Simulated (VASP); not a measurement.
Ga3BiO4:

```
CELL_PARAMETERS angstrom
4.89000 0.00000 0.00000
0.00000 4.89000 0.00000
0.00000 0.00000 4.89000
ATOMIC_POSITIONS crystal
Ga 0.00000 0.50000 0.00000
Ga 0.50000 0.00000 0.00000
Ga 0.00000 0.00000 0.50000
Bi 0.00000 0.00000 0.00000
O 0.24000 0.76000 0.76000
O 0.76000 0.76000 0.24000
O 0.76000 0.24000 0.76000
O 0.24000 0.24000 0.24000
```

The cell was built by a generator and needn't be a form met in nature.

- Program: VASP 6.6.1
- Task: relaxation of cell and atoms
- Functional: PBE
- Potentials or basis: VASP PAW PBE potentials, release 64 (Ga_d, Bi_d, O)
- Cutoff: 520 eV
- k mesh: 3 × 3 × 3
- Occupations: gaussian, width 0.15 eV
- Spin: no spin polarisation

At the start: pressure 50.9 GPa; volume 14.62 Å³/atom.

How do energy, volume and symmetry change on relaxing?

Over 12 steps the energy falls by 844.4 meV/atom and the volume is 22.60 Å³/atom (+54.6 %); space group P-43m (No. 215, to 0.05 Å).

Step by step:
| step | energy change (eV) | largest force (eV/Å) | pressure (GPa) | volume (Å³) |
| --- | --- | --- | --- | --- |
| 1 | 0.0000 | 5.1359 | 50.91 | 116.93 |
| 2 | -1.4419 | 2.7494 | -16.36 | 214.45 |
| 3 | -5.9578 | 1.2827 | -0.07 | 158.80 |
| 4 | -5.9770 | 1.1471 | 0.93 | 156.86 |
| 5 | -5.9807 | 1.0568 | 1.66 | 155.62 |
| 6 | -6.2029 | 0.9934 | 1.06 | 160.40 |
| 7 | -6.6551 | 0.6364 | -0.89 | 175.34 |
| 8 | -6.3261 | 0.0422 | -4.02 | 207.93 |
| 9 | -6.7303 | 0.1305 | -1.64 | 186.34 |
| 10 | -6.7403 | 0.2677 | -1.34 | 182.98 |
| 11 | -6.6856 | 0.6035 | 3.06 | 176.39 |
| 12 | -6.7551 | 0.0063 | -0.01 | 180.83 |

Final structure:
```
Ga Bi O
1.0
     5.65487    0.00000    0.00000
     0.00000    5.65487    0.00000
     0.00000    0.00000    5.65487
Ga Bi O
3 1 4
Direct
  0.00000 0.50000 0.00000
  0.50000 0.00000 0.00000
  0.00000 0.00000 0.50000
  0.00000 0.00000 0.00000
  0.22851 0.77149 0.77149
  0.77149 0.77149 0.22851
  0.77149 0.22851 0.77149
  0.22851 0.22851 0.22851
```

Caveat: the k mesh is coarse (spacing up to 0.43 Å⁻¹), so the values aren't converged; the volume moved by over 15 % at a fixed basis, so the end points are rough; the relaxation stopped at a loose force limit of 0.08 eV/Å, so its end isn't a converged minimum.
